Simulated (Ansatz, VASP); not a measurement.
# PtF2 in two plane-wave programs, part 2 of 2

One calculation is typed for both programs; each brings its own data sets and cutoff. How far apart do they land? The cell is generated by rule, not measured, and may not be a known phase. The cell is taken from a series of VASP runs on this material, whose earlier steps may have relaxed, scaled or displaced it; both programs get it as it stands.

VASP 6.6.1 and Ansatz 0.2.0.

So far. Step 2 (VASP: band structure, PBEsol): The run ends at a pressure of 44.87 GPa.

## Step 5: VASP: band structure, PBEsol, spin-orbit coupling

Level of this step: PBEsol, spin-orbit coupling; plane waves and PAW (Pt, F); invented cell (VASP).

A single point gives forces, pressure and levels at one fixed geometry, so differences don't come from the geometry; what else differs is listed under the comparison.

Contents of INCAR:

```
SYSTEM = PtF2
PREC = Accurate
ENCUT = 520
EDIFF = 1E-06
NELM = 100
ISMEAR = 0
SIGMA = 0.02
LREAL = .FALSE.
ALGO = Normal
GGA = PS
LNONCOLLINEAR = .TRUE.
MAGMOM = 0 0 0 0 0 0 0 0 0
NBANDS = 36
GGA_COMPAT = .FALSE.
LASPH = .TRUE.
LSORBIT = .TRUE.
LMAXMIX = 4
LORBIT = 11
LWAVE = .FALSE.
LCHARG = .FALSE.
KPAR = 4
ISIF = 2
```

Contents of POSCAR:

```
PtF2
1.0
    0.0000000000      2.4978500000      2.4978500000
    2.4978500000      0.0000000000      2.4978500000
    2.4978500000      2.4978500000      0.0000000000
Pt F
1 2
Direct
    0.0000000000      0.0000000000      0.0000000000
    0.2500000000      0.2500000000      0.2500000000
    0.7500000000      0.7500000000      0.7500000000
```

Contents of KPOINTS:

```
Automatic mesh
0
Gamma
10 10 10
0 0 0
```

Contents of KPOINTS_OPT:

```
Line mode
16
Line-mode
Reciprocal
  0.00000000   0.00000000   0.00000000 GAMMA
  0.50000000   0.00000000   0.50000000 X

  0.50000000   0.00000000   0.50000000 X
  0.50000000   0.25000000   0.75000000 W

  0.50000000   0.25000000   0.75000000 W
  0.37500000   0.37500000   0.75000000 K

  0.37500000   0.37500000   0.75000000 K
  0.00000000   0.00000000   0.00000000 GAMMA

  0.00000000   0.00000000   0.00000000 GAMMA
  0.50000000   0.50000000   0.50000000 L

  0.50000000   0.50000000   0.50000000 L
  0.62500000   0.25000000   0.62500000 U

  0.62500000   0.25000000   0.62500000 U
  0.50000000   0.25000000   0.75000000 W

  0.50000000   0.25000000   0.75000000 W
  0.50000000   0.50000000   0.50000000 L

  0.50000000   0.50000000   0.50000000 L
  0.37500000   0.37500000   0.75000000 K

  0.62500000   0.25000000   0.62500000 U
  0.50000000   0.00000000   0.50000000 X
```

Potentials, in the order of the species: Pt and F (PBE family, release 64).

The run is started by

```console
> mpirun -np 4 vasp_ncl
```

Numbers of over 12 decimals in the logs are rounded to 6 here.

The log of the run:

```text
[banner, memory and clock lines left out]
running    4 mpi-ranks, on    1 nodes
[...]
[... a notice as in an earlier step ...]

 LDA part: xc-table for (Slater+PW92), standard interpolation
 POSCAR, INCAR and KPOINTS ok, starting setup
[...]
entering main loop
       N       E                     dE             d eps       ncg     rms          rms(c)
DAV:   1     0.170129179442E+03    0.17013E+03   -0.13430E+04  3416   0.133E+03
DAV:   2    -0.421515847579E+01   -0.17434E+03   -0.16473E+03  3792   0.338E+02
DAV:   3    -0.122401719431E+02   -0.80250E+01   -0.78720E+01  3880   0.705E+01
DAV:   4    -0.122952768745E+02   -0.55105E-01   -0.55070E-01  3648   0.631E+00
[...]
DAV:  10    -0.114443082487E+02    0.60465E-04   -0.32776E-04  3532   0.201E-01    0.890E-02
DAV:  11    -0.114443387812E+02   -0.30532E-04   -0.22220E-05  3464   0.411E-02    0.524E-02
DAV:  12    -0.114443389278E+02   -0.14664E-06   -0.28753E-06  3616   0.197E-02
   1 F= -.11444339E+02 E0= -.11444040E+02  d E =-.597591E-03  mag=    -0.0000    -0.0000     0.0000
 Start KPOINTS_OPT (optional k-point list driver)
k-point batch [1-47\160]
       N       E                     dE             ncg
DAV:   1     0.724865940792E+04   -0.29326E+05     3392
DAV:   2    -0.845849616359E+03   -0.80945E+04     3776
DAV:   3    -0.121092482234E+04   -0.36508E+03     3852
DAV:   4    -0.121352577312E+04   -0.26010E+01     3644
DAV:   5    -0.121354901765E+04   -0.23245E-01     3568
DAV:   6    -0.121354936311E+04   -0.34546E-03     3648
DAV:   7    -0.121354936913E+04   -0.60178E-05     3212
DAV:   8    -0.121354936934E+04   -0.21336E-06     2480
[...]
k-point batch [142-160\160]
       N       E                     dE             ncg
DAV:   1     0.266689326444E+05   -0.15362E+05     1384
DAV:   2     0.234729420702E+05   -0.31960E+04     1480
DAV:   3     0.233303471938E+05   -0.14259E+03     1636
DAV:   4     0.233293109585E+05   -0.10362E+01     1448
DAV:   5     0.233293022128E+05   -0.87457E-02     1444
DAV:   6     0.233293020844E+05   -0.12838E-03     1444
DAV:   7     0.233293020822E+05   -0.22391E-05     1332
DAV:   8     0.233293020821E+05   -0.70322E-07      980
```

Parts of OUTCAR (step 5):

```text
  Total        9.0699784      9.0699784      9.0699784      0.0000000     -0.0000000      0.0000000
  in kB      466.2166470    466.2166470    466.2166470      0.0000000     -0.0000000      0.0000000
  external PRESSURE =     466.2166470 kB  Pullay stress =       0.0000000 kB

 POSITION                                       TOTAL-FORCE (eV/Angst)
 -----------------------------------------------------------------------------------
      0.00000      0.00000      0.00000        -0.000000      0.000000      0.000000
      1.24893      1.24893      1.24893         0.000000      0.000000      0.000000
      3.74678      3.74678      3.74678        -0.000000     -0.000000     -0.000000
 -----------------------------------------------------------------------------------
    total drift:                                0.000000      0.000000      0.000000

  FREE ENERGIE OF THE ION-ELECTRON SYSTEM (eV)
  ---------------------------------------------------
  free  energy   TOTEN  =       -11.4443389278 eV

  energy  without entropy=      -11.4437413370  energy(sigma->0) =      -11.44404013

 magnetization (x)
# of ion       s       p       d       tot
------------------------------------------
    1       -0.000   0.000  -0.000  -0.000
    2        0.000   0.000   0.000   0.000
    3       -0.000   0.000   0.000  -0.000
--------------------------------------------------
tot         -0.000   0.000  -0.000  -0.000

 magnetization (y)
# of ion       s       p       d       tot
------------------------------------------
    1        0.000   0.000  -0.000  -0.000
    2        0.000   0.000   0.000   0.000
    3        0.000   0.000   0.000   0.000
--------------------------------------------------
tot          0.000   0.000  -0.000  -0.000

 magnetization (z)
# of ion       s       p       d       tot
------------------------------------------
    1       -0.000   0.000  -0.000  -0.000
    2        0.000   0.000   0.000   0.000
    3       -0.000   0.000   0.000  -0.000
--------------------------------------------------
tot         -0.000   0.000  -0.000  -0.000

[... 1 part as in an earlier step ...]

[... 2 further parts left out ...]
[key lines of the parts left out:]
E-fermi :   7.7435
```

The run ends at a pressure of 46.62 GPa.

## Step 6: Ansatz: band structure, PBEsol, spin-orbit coupling

The same cell, functional, mesh and smearing now go to Ansatz, which takes its cutoff from its data sets.

The cell is taken from a series of VASP runs on this material, whose earlier steps may have relaxed, scaled or displaced it; both programs get it as it stands.

Contents of input.yaml:

```yaml
crystal:
  lattice:
    - [0.0, 2.49785, 2.49785]
    - [2.49785, 0.0, 2.49785]
    - [2.49785, 2.49785, 0.0]
  atoms:
    - { symbol: Pt, position: [0.0, 0.0, 0.0] }
    - { symbol: F, position: [0.25, 0.25, 0.25] }
    - { symbol: F, position: [0.75, 0.75, 0.75] }
hamiltonian:
  xc: pbesol
  pseudopotentials: { kind: paw_fr }
magnetization:
  noncollinear: true
  spin_orbit: true
kpoints:
  mp_grid: { grid: [10, 10, 10] }
  band_path:
    path:
      - [0.0, 0.0, 0.0]
      - [0.16667, 0.0, 0.16667]
      - [0.33333, 0.0, 0.33333]
      - [0.5, 0.0, 0.5]
      - [0.5, 0.08333, 0.58333]
      - [0.5, 0.18333, 0.68333]
      - [0.5, 0.25, 0.75]
      - [0.45, 0.3, 0.75]
      - [0.40833, 0.34167, 0.75]
      - [0.35, 0.35, 0.7]
      - [0.225, 0.225, 0.45]
      - [0.075, 0.075, 0.15]
      - [0.03333, 0.03333, 0.03333]
      - [0.23333, 0.23333, 0.23333]
      - [0.4, 0.4, 0.4]
      - [0.51667, 0.46667, 0.51667]
      - [0.55833, 0.38333, 0.55833]
      - [0.60833, 0.28333, 0.60833]
      - [0.60833, 0.25, 0.64167]
      - [0.55833, 0.25, 0.69167]
      - [0.51667, 0.25, 0.73333]
      - [0.5, 0.3, 0.7]
      - [0.5, 0.38333, 0.61667]
      - [0.5, 0.48333, 0.51667]
      - [0.475, 0.475, 0.55]
      - [0.425, 0.425, 0.65]
      - [0.38333, 0.38333, 0.73333]
      - [0.59167, 0.18333, 0.59167]
      - [0.55, 0.1, 0.55]
      - [0.5, 0.0, 0.5]
    npoints: 1
scf:
  occupations: { method: gaussian, width: 0.02 }
  n_extra_bands: 14
output:
  forces: true
  stress: true
  eigenvalues: true
```

The run is started by

```console
> ansatz run input.yaml --threads 2 --pin off --max-ram 4608MiB --backend cpu --events-out ev --progress --plain --runs-dir out
```

The log of the run:

```text
[...]
non-collinear run that drives no moment, with spin-orbit: no starting moment large enough to seed its density (crystal.atoms[].spin), no starting occupations that ask for one, no magnetisation constraint and no magnetic field, so the semilocal B_xc is pinned to zero
Crystal: 3 atoms, lattice volume = 31.169 Å³
[...]
k-point 1: bands = [... 28 lower, 15.5299, 15.5299, 15.8828, 15.8828, 15.9076, 15.9076, 16.5399, 16.5399, ... 10 higher]
  k-point 2: bands = [... 28 lower, 15.2030, 15.2030, 15.6929, 15.6929, 16.2812, 16.2812, 16.8253, 16.8253, ... 10 higher]
  k-point 46: bands = [... 28 lower, 13.9800, 13.9800, 14.3118, 14.3118, 15.1056, 15.1056, 21.6364, 21.6364, ... 10 higher]
[key lines of the parts left out:]
SCF converged after 8 iterations
Magnetization: |M| = 0.0000 μB,  M = (+0.0000, +0.0000, +0.0000) μB
Free energy (F): -14013.210329 eV
Fermi energy:    15.280888 eV
P = ⅓ Tr σ = 46.5981 GPa (465.981 kbar)
```

Wall time 8.7 s (2 threads of Arm Neoverse V2, shared host); peak memory 0.45 GiB; 17 s of CPU time.

## Step 7: Differences

What differs besides the data sets and the points named for the pairs above, as far as they apply: spin-orbit coupling enters by fully relativistic files in Ansatz and inside the spheres in VASP; the data sets hold 32 valence electrons in Ansatz (fully relativistic PAW (standard-fr) files) and 24 in VASP. Total energies have different zeros and are not compared.

Both answers:

| quantity | Ansatz | VASP | difference |
| --- | --- | --- | --- |
| pressure (GPa) | 46.60 | 46.62 | -0.02 |
| pressure without Ansatz's Pulay correction (GPa) | 45.75 | 46.62 | -0.87 |

Levels from 3 eV below to 2 eV above the Fermi level differ by 5 meV r.m.s. and 10 meV at most; each VASP level is matched to the nearest of Ansatz, which flatters the figure a little. Ansatz's pressure holds a Pulay correction of 0.85 GPa; VASP's holds none.

## Step 8: What came out

* r.m.s. difference of levels near the Fermi level (band structure, PBEsol): 8.2 meV
* r.m.s. difference of levels near the Fermi level (band structure, PBEsol, spin-orbit coupling): 4.9 meV

What this shows: The r.m.s. difference of levels near the Fermi level is 8.2 meV (band structure, PBEsol), within the 80 meV picked in this series as the mark of a large difference. How closely two codes agree says nothing of how well the functional describes the real material.

[Lines on the potential files, build, host, timing and source positions are cut from VASP's logs without a mark.]

[Logs are printed without paths, hosts, clocks, repeated set-up lines and the standing remarks that a program may print on its own settings, such as how far it seeks lower states.]

[Hosts, paths, dates, database ids (printed as entryN), source tags and the programs' standing remarks are cut or masked in the printed files.]
